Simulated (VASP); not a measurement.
# Sr3B (Fm-3m) in VASP: a series of runs

Runs on Sr3B. Level: PBE. Tasks: single point, relaxation of cell and atoms.

Everything below comes from runs of VASP 6.6.1. Logs are shortened: lines on timing, memory, paths and dates and some standing lists are left out, and cuts for length are marked.

## 1. The cell of the first run

Symmetry: Fm-3m, No. 225, cubic system. Conventional cell: a = 8.088 Å, b = 8.088 Å, c = 8.088 Å, α = 90.00°, β = 90.00°, γ = 90.00°. Sr (site symmetry m-3m) is surrounded by 8 Sr at 3.50 Å. Around Sr (site symmetry -43m) lie 4 Sr at 3.50 Å and 4 B at 3.50 Å. B (site symmetry m-3m) has 8 Sr at 3.50 Å as nearest neighbours.

The cell was built by a generator and needn't be a form met in nature.

## 2. Single point, PBE (random cell by space group and Wyckoff sites (Fm-3m, No. 225))

Input file INCAR:

```
SYSTEM = Sr3B
ALGO = Fast
EDIFF = 1E-6
ENCUT = 520
GGA = PE
ISIF = 2
ISMEAR = 0
LASPH = .True.
LCHARG = .True.
LELF = .True.
LREAL = .False.
LVHAR = .True.
LWAVE = .False.
NBANDS = 24
NELM = 80
PREC = Accurate
SIGMA = 0.1
```

Input file KPOINTS:

```
k-points
0
Gamma
  10 10 10
  0 0 0
```

Input file POSCAR:

```
Sr3B
1.0
    0.0000000000      4.0437782890      4.0437782890
    4.0437782890      0.0000000000      4.0437782890
    4.0437782890      4.0437782890      0.0000000000
Sr B
3 1
Direct
    0.0000000000      0.0000000000      0.0000000000
    0.2500000000      0.2500000000      0.2500000000
    0.7500000000      0.7500000000      0.7500000000
    0.5000000000      0.5000000000      0.5000000000
```

Potentials or basis: VASP PAW PBE potentials, release 64 (Sr_sv, B).

Run with:

```console
$ cat potpaw_PBE.64/Sr_sv/POTCAR potpaw_PBE.64/B/POTCAR > POTCAR
$ mpirun -np 1 vasp_std > vasp.out
```

OUTCAR:

```text
SYSTEM = Sr3B
   EDIFF = 1E-6
   ENCUT = 520
   GGA = PE
   ISIF = 2
   ISMEAR = 0
   LASPH = .True.
   LREAL = .False.
   NELM = 80
   PREC = Accurate

 ion  position               nearest neighbor table
   1  0.000  0.000  0.000-   2 3.50   3 3.50   3 3.50   3 3.50   3 3.50   2 3.50   2 3.50   2 3.50

   2  0.250  0.250  0.250-   1 3.50   4 3.50   1 3.50   1 3.50   1 3.50   4 3.50   4 3.50   4 3.50
                             3 4.04   3 4.04   3 4.04   3 4.04   3 4.04   3 4.04
   3  0.750  0.750  0.750-   1 3.50   4 3.50   4 3.50   4 3.50   4 3.50   1 3.50   1 3.50   1 3.50
                             2 4.04   2 4.04   2 4.04   2 4.04   2 4.04   2 4.04
   4  0.500  0.500  0.500-   2 3.50   3 3.50   2 3.50   2 3.50   2 3.50   3 3.50   3 3.50   3 3.50

  LATTYP: Found a face centered cubic cell.
 ALAT       =     8.0875565780

  Lattice vectors:

 A1 = (   0.0000000000,   4.0437782890,   4.0437782890)
 A2 = (   4.0437782890,   0.0000000000,   4.0437782890)
 A3 = (   4.0437782890,   4.0437782890,   0.0000000000)

Analysis of symmetry for initial positions (statically):
=====================================================================
 Subroutine PRICEL returns:
 Original cell was already a primitive cell.

 Routine SETGRP: Setting up the symmetry group for a
 face centered cubic supercell.

 Subroutine GETGRP returns: Found 48 space group operations
 (whereof 48 operations were pure point group operations)
 out of a pool of 48 trial point group operations.

The static configuration has the point symmetry O_h .

Analysis of symmetry for dynamics (positions and initial velocities):
=====================================================================
 Subroutine PRICEL returns:
 Original cell was already a primitive cell.

 Routine SETGRP: Setting up the symmetry group for a
 face centered cubic supercell.

 Subroutine GETGRP returns: Found 48 space group operations
 (whereof 48 operations were pure point group operations)
 out of a pool of 48 trial point group operations.

The dynamic configuration has the point symmetry O_h .

 Subroutine INISYM returns: Found 48 space group operations
 (whereof 48 operations are pure point group operations),
 and found     1 'primitive' translations

----------------------------------------------------------------------------------------

                                     Primitive cell

  volume of cell :     132.2489

  direct lattice vectors                    reciprocal lattice vectors
     0.000000000  4.043778289  4.043778289    -0.123646739  0.123646739  0.123646739
     4.043778289  0.000000000  4.043778289     0.123646739 -0.123646739  0.123646739
     4.043778289  4.043778289  0.000000000     0.123646739  0.123646739 -0.123646739

  length of vectors
     5.718766100  5.718766100  5.718766100     0.214162435  0.214162435  0.214162435

  position of ions in fractional coordinates (direct lattice)
     0.000000000  0.000000000  0.000000000
     0.250000000  0.250000000  0.250000000
     0.750000000  0.750000000  0.750000000
     0.500000000  0.500000000  0.500000000

  ion indices of the primitive-cell ions
   primitive index   ion index
                 1           1
                 2           2
                 3           3
                 4           4

----------------------------------------------------------------------------------------

 KPOINTS: k-points

Automatic generation of k-mesh.
 Grid dimensions read from file:
 generate k-points for:   10   10   10

 Generating k-lattice:

  Cartesian coordinates                     Fractional coordinates (reciprocal lattice)
    -0.012364674  0.012364674  0.012364674     0.100000000  0.000000000  0.000000000
     0.012364674 -0.012364674  0.012364674     0.000000000  0.100000000  0.000000000
     0.012364674  0.012364674 -0.012364674     0.000000000  0.000000000  0.100000000

  Length of vectors
     0.021416243  0.021416243  0.021416243

  Shift w.r.t. Gamma in fractional coordinates (k-lattice)
     0.000000000  0.000000000  0.000000000

 Subroutine IBZKPT returns following result:
 ===========================================

 Found     47 irreducible k-points:

 Following reciprocal coordinates:
            Coordinates               Weight
  0.000000  0.000000  0.000000      1.000000
  0.100000  0.000000  0.000000      8.000000
  0.200000  0.000000  0.000000      8.000000
  0.300000  0.000000  0.000000      8.000000
  0.400000  0.000000  0.000000      8.000000
  0.500000  0.000000  0.000000      4.000000
[... 16 lines left out ...]
  0.300000  0.300000  0.000000      6.000000
  0.400000  0.300000  0.000000     24.000000
 [... further k-points ...]
   k-points           NKPTS =     47   k-points in BZ     NKDIM =     47   number of bands    NBANDS=     24
   number of dos      NEDOS =    301   number of ions     NIONS =      4
   total plane-waves  NPLWV = 110592
   dimension x,y,z NGX =    48 NGY =   48 NGZ =   48
   dimension x,y,z NGXF=    96 NGYF=   96 NGZF=   96
   ions per type =               3   1
   NGX,Y,Z   is equivalent  to a cutoff of  13.95, 13.95, 13.95 a.u.
   NGXF,Y,Z  is equivalent  to a cutoff of  27.91, 27.91, 27.91 a.u.
 SYSTEM =  Sr3B
   PREC   = accura    normal or accurate (medium, high low for compatibility)
   ISTART =      0    job   : 0-new  1-cont  2-samecut
   ICHARG =      2    charge: 1-file 2-atom 10-const
   ISPIN  =      1    spin polarized calculation?
   LNONCOLLINEAR =      F non collinear calculations
   LSORBIT =      F    spin-orbit coupling
   LASPH  =      T    aspherical Exc in radial PAW
   ENCUT  =  520.0 eV  38.22 Ry    6.18 a.u.  10.63 10.63 10.63*2*pi/ulx,y,z
   NELM   =     80;   NELMIN=  2; NELMDL= -5     # of ELM steps
   EDIFF  = 0.1E-05   stopping-criterion for ELM
   LREAL  =      F    real-space projection
   EDIFFG = 0.1E-04   stopping-criterion for IOM
   NSW    =      0    number of steps for IOM
   IBRION =     -1    ionic relax: 0-MD 1-quasi-New 2-CG
   NFREE  =      0    steps in history (QN), initial steepest desc. (CG)
   ISIF   =      2    stress and relaxation
   ISYM   =      2    0-nonsym 1-usesym 2-fastsym
   POTIM  = 0.5000    time-step for ionic-motion
   TEBEG  =    0.0;   TEEND  =   0.0 temperature during run
   PSTRESS=    0.0 pullay stress
   NELECT =      33.0000    total number of electrons
   NUPDOWN=      -1.0000    fix difference up-down
   EMIN   =  10.00;   EMAX   =-10.00  energy-range for DOS
   EFERMI =   0.00;   METHOD = LEGACY
   ISMEAR =     0;   SIGMA  =   0.10  broadening in eV -4-tet -1-fermi 0-gaus
   EFERMI_NEDOS =   21; number of points for ismear=-14 and -15
   IALGO  =     68    algorithm
   IMIX   =      4    mixing-type and parameters
     AMIX     =   0.40;   BMIX     =  1.00
     AMIX_MAG =   1.60;   BMIX_MAG =  1.00
  volume/ion in A,a.u.               =      33.06       223.11
  Fermi-wavevector in a.u.,A,eV,Ry     =   1.030660  1.947665 14.452929  1.062260
  Thomas-Fermi vector in A             =   2.164769
   LORBIT       =      0    0 simple, 1 ext, 2 COOP (PROOUT), +10 PAW based schemes
   GGA     = PE    functional components
   LHFCALC =     F    Hartree Fock is set to
   AEXX    =    0.0000 exact exchange contribution
   IVDW    =     0    specifies the selected vdW correction
   LEPSILON=     F    determine dielectric tensor
   LRPA    =     F    only Hartree local field effects (RPA)
 non-spin polarized calculation
 RMM-DIIS sequential band-by-band and
 Gauss-broadening in eV      SIGMA  =   0.10
  energy-cutoff  :      520.00
  volume of cell :      132.25
 maximum number of plane-waves:      3587
 NGX is ok and might be reduce to    48
   NGX = 21   NGY = 21   NGZ = 21

 number of electron      33.0000000 magnetization

 Free energy of the ion-electron system (eV)
  ---------------------------------------------------
  ext. energy  EPLUGINS =         0.00000000
  ---------------------------------------------------
  free energy    TOTEN  =        -7.90991409 eV

  energy without entropy =       -7.89599389  energy(sigma->0) =       -7.90295399

 E-fermi :   2.6632     XC(G=0):  -8.5488

 val. band max:        2.6576537911   @ k =   0.2000   0.2000   0.0000
 cond. band min:       2.6931509528   @ k =   0.3000   0.3000   0.0000
 fundamental gap:      0.0354971617
 Fermi energy:         2.6632463764

 k-point     1 :       0.0000    0.0000    0.0000
  band No.  band energies     occupation
      1     -33.9994      2.00000
      2     -33.4748      2.00000
      3     -33.4570      2.00000
      4     -16.1340      2.00000
      5     -16.1340      2.00000
      6     -16.1340      2.00000
[... 16 lines left out ...]
     23       6.2759      0.00000
     24       6.2759      0.00000

 k-point     2 :       0.1000    0.0000    0.0000
  band No.  band energies     occupation
      1     -33.9986      2.00000
      2     -33.4750      2.00000
      3     -33.4578      2.00000
      4     -16.1386      2.00000
      5     -16.1386      2.00000
      6     -16.1376      2.00000
[... 16 lines left out ...]
     23       5.9792      0.00000
     24       6.2149      0.00000

 k-point     3 :       0.2000    0.0000    0.0000
  band No.  band energies     occupation
      1     -33.9963      2.00000
      2     -33.4753      2.00000
      3     -33.4599      2.00000
      4     -16.1501      2.00000
      5     -16.1501      2.00000
      6     -16.1442      2.00000
[... 16 lines left out ...]
     23       5.4526      0.00000
     24       6.0495      0.00000
[... 514 lines left out ...]
 k-point    23 :       0.3000    0.3000    0.0000
  band No.  band energies     occupation
      1     -33.9916      2.00000
      2     -33.4766      2.00000
      3     -33.4636      2.00000
      4     -16.2027      2.00000
      5     -16.2027      2.00000
      6     -16.0958      2.00000
[... 16 lines left out ...]
     23       5.5674      0.00000
     24       5.7260      0.00000

 k-point    24 :       0.4000    0.3000    0.0000
  band No.  band energies     occupation
      1     -33.9898      2.00000
      2     -33.4767      2.00000
      3     -33.4656      2.00000
      4     -16.2138      2.00000
      5     -16.2119      2.00000
      6     -16.0917      2.00000
[... 16 lines left out ...]
     23       5.3408      0.00000
     24       5.6823      0.00000

 [... further k-points ...]

------------------------ aborting loop because EDIFF is reached ----------------------------------------

  FORCE on cell =-STRESS in cart. coord.  units (eV):
  Direction    XX          YY          ZZ          XY          YZ          ZX
  --------------------------------------------------------------------------------------
  -------------------------------------------------------------------------------------
  Total        0.0373867      0.0373867      0.0373867      0.0000000     -0.0000000      0.0000000
  in kB        0.4529348      0.4529348      0.4529348      0.0000000     -0.0000000      0.0000000
  external PRESSURE =       0.4529348 kB  Pullay stress =       0.0000000 kB

 VOLUME and BASIS-vectors are now :
 -----------------------------------------------------------------------------
  energy-cutoff  :      520.00
  volume of cell :      132.25
      direct lattice vectors                 reciprocal lattice vectors
     0.000000000  4.043778289  4.043778289    -0.123646739  0.123646739  0.123646739
     4.043778289  0.000000000  4.043778289     0.123646739 -0.123646739  0.123646739
     4.043778289  4.043778289  0.000000000     0.123646739  0.123646739 -0.123646739

 POSITION                                       TOTAL-FORCE (eV/Angst)
 -----------------------------------------------------------------------------------
      0.00000      0.00000      0.00000        -0.000000      0.000000     -0.000000
      2.02189      2.02189      2.02189         0.000000     -0.000000      0.000000
      6.06567      6.06567      6.06567        -0.000000     -0.000000     -0.000000
      4.04378      4.04378      4.04378         0.000000      0.000000     -0.000000
 -----------------------------------------------------------------------------------
    total drift:                               -0.000000     -0.000000      0.000000

  FREE ENERGIE OF THE ION-ELECTRON SYSTEM (eV)
  ---------------------------------------------------
  free  energy   TOTEN  =        -7.9099140869 eV

  energy  without entropy=       -7.8959938857  energy(sigma->0) =       -7.90295399
```

Run time: 3.5 min. Hardware: 1 thread of Intel Xeon Platinum 8559C (Emerald Rapids), shared host; peak memory 0.39 GiB.

Results:

```
Free energy            : -7.9099 eV
Pressure               : 0.0 GPa
Band gap on the k mesh : none (metal or under the smearing width)
```

Levels at points of the mesh, in eV from the Fermi level:
| k point | band 14 | band 15 | band 16 | band 17 | band 18 | band 19 | band 20 | band 21 |
| --- | --- | --- | --- | --- | --- | --- | --- | --- |
| (0.00, 0.00, 0.00) | -0.86 | -0.66 | -0.66 | -0.66 | -0.18 | -0.18 | 1.26 | 1.26 |
| (0.50, 0.00, 0.00) | -2.44 | -0.85 | -0.85 | 0.68 | 0.91 | 1.00 | 1.00 | 1.39 |
| (0.50, 0.50, 0.00) | -2.07 | -0.78 | -0.67 | -0.22 | -0.22 | 1.31 | 1.33 | 1.33 |

## 3. Relaxation of cell and atoms, PBE (random cell by space group and Wyckoff sites (Fm-3m, No. 225))

Input file INCAR:

```
PREC = Accurate ; ENCUT = 600
EDIFF = 1E-6 ; ISMEAR = 0
SIGMA = 0.1 ; LREAL = F
LASPH = T ; NELM = 100
ALGO = Fast ; ISIF = 3
LWAVE = F ; LCHARG = F
GGA = PE ; IBRION = 2
NSW = 100 ; EDIFFG = -0.01
```

Input file KPOINTS:

```
Automatic mesh
0
Gamma
  10 10 10
```

Input file POSCAR:

```
Sr3B
1.0
    0.0000000000      4.0339373311      4.0339373311
    4.0339373311      0.0000000000      4.0339373311
    4.0339373311      4.0339373311      0.0000000000
Sr B
3 1
Direct
    0.0000000000      0.0000000000      0.0000000000
    0.2500000000      0.2500000000      0.2500000000
    0.7500000000      0.7500000000      0.7500000000
    0.5000000000      0.5000000000      0.5000000000
```

Potentials or basis: VASP PAW PBE potentials, release 64 (Sr_sv, B).

Run with:

```console
$ cat potpaw_PBE.64/Sr_sv/POTCAR potpaw_PBE.64/B/POTCAR > POTCAR
$ mpirun -np 1 vasp_std > vasp.out
```

It took 6.3 min on 1 thread of Intel Xeon Platinum 8559C (Emerald Rapids), shared host; peak memory 0.42 GiB.

Results (log left out):

```yaml
Free_energy: -7.9098 eV
Relaxed_volume: 33.07 Å³/atom
Relaxed_cell: a = 5.719 Å, b = 5.719 Å, c = 5.719 Å, α = 60.00°, β = 60.00°, γ = 60.00°
Space_group_after_relaxing_to_0.05_Å: Fm-3m (No. 225)
Energy_gained_by_relaxing: 0.2 meV/atom
Ionic_steps: 3
Pressure_after_relaxing: 0.0 GPa
Band_gap_on_the_k_mesh: none (metal or under the smearing width)
```

Step by step:
```tsv
step	energy change (eV)	largest force (eV/Å)	pressure (GPa)	volume (Å³)
1	0.0000	0.0000	0.17	131.29
2	-0.0005	0.0000	0.08	131.94
3	-0.0007	0.0000	0.04	132.28
```

Final structure:
```
Sr B
1.0
     0.00000    4.04410    4.04410
     4.04410    0.00000    4.04410
     4.04410    4.04410    0.00000
Sr B
3 1
Direct
  0.00000 0.00000 0.00000
  0.25000 0.25000 0.25000
  0.75000 0.75000 0.75000
  0.50000 0.50000 0.50000
```

Levels at points of the mesh, in eV from the Fermi level:
```csv
k point,band 15,band 16,band 17,band 18,band 19,band 20
"(0.00, 0.00, 0.00)",-0.66,-0.66,-0.66,-0.18,-0.18,1.26
"(0.50, 0.00, 0.00)",-0.85,-0.85,0.68,0.91,1.00,1.00
"(0.50, 0.50, 0.00)",-0.78,-0.67,-0.22,-0.22,1.32,1.33
```

## 4. Single point, PBE (random cell by space group and Wyckoff sites (Fm-3m, No. 225))

Input file INCAR:

```
SYSTEM = Sr3B
  ALGO = Normal
  EDIFF = 1E-6
  ENCUT = 520
  GGA = PE
  ISIF = 2
  ISMEAR = 0
  LASPH = .TRUE.
  LCHARG = .FALSE.
  LREAL = .FALSE.
  LWAVE = .FALSE.
  NBANDS = 24
  NELM = 100
  PREC = Accurate
  SIGMA = 0.1
```

Input file KPOINTS:

```
k-points
0
G
  4 4 4
  0 0 0
```

Input file POSCAR:

```
Sr3B
1.0
    0.0000000000      3.8976453200      3.8976453200
    3.8976453200      0.0000000000      3.8976453200
    3.8976453200      3.8976453200      0.0000000000
Sr B
3 1
Direct
    0.0000000000      0.0000000000      0.0000000000
    0.2500000000      0.2500000000      0.2500000000
    0.7500000000      0.7500000000      0.7500000000
    0.5000000000      0.5000000000      0.5000000000
```

Run with:

```console
$ cat potpaw_PBE.64/Sr_sv/POTCAR potpaw_PBE.64/B/POTCAR > POTCAR
$ mpirun -np 1 vasp_std > vasp.out
```

Run time: 37 s. Hardware: 1 thread of Intel Xeon Platinum 8559C (Emerald Rapids), shared host; peak memory 0.24 GiB.

It converged, with:

| Property | Result |
| --- | --- |
| Free energy | -7.7952 eV |
| Pressure | 2.4 GPa |
| Band gap on the k mesh | none (metal or under the smearing width) |

Levels at points of the mesh, in eV from the Fermi level:
| k point | band 13 | band 14 | band 15 | band 16 | band 17 | band 18 | band 19 | band 20 |
| --- | --- | --- | --- | --- | --- | --- | --- | --- |
| (0.00, 0.00, 0.00) | -5.96 | -0.77 | -0.77 | -0.77 | -0.39 | -0.39 | -0.39 | 1.41 |
| (0.50, 0.00, 0.00) | -5.16 | -2.42 | -1.00 | -1.00 | 0.72 | 1.00 | 1.00 | 1.40 |
| (0.50, 0.50, 0.00) | -5.13 | -2.10 | -0.74 | -0.62 | -0.16 | -0.16 | 1.26 | 1.30 |

## 5. Overview

```tsv
task	cell	k mesh	cutoff (eV)	gap on the mesh (eV)	pressure (GPa)
single point	random cell by space group and Wyckoff sites (Fm-3m, No. 225)	10 × 10 × 10	520	none	0.0
relaxation of cell and atoms	relaxed from: random cell by space group and Wyckoff sites (Fm-3m, No. 225)	10 × 10 × 10	600	none	0.0
single point	random cell by space group and Wyckoff sites (Fm-3m, No. 225)	4 × 4 × 4	520	none	2.4
```

Alike in all rows: level PBE; potentials or basis VASP PAW PBE potentials, release 64 (Sr_sv, B); no spin polarisation; smearing gaussian 0.1 eV.

Absolute energies hang on the potentials; compare differences alone.
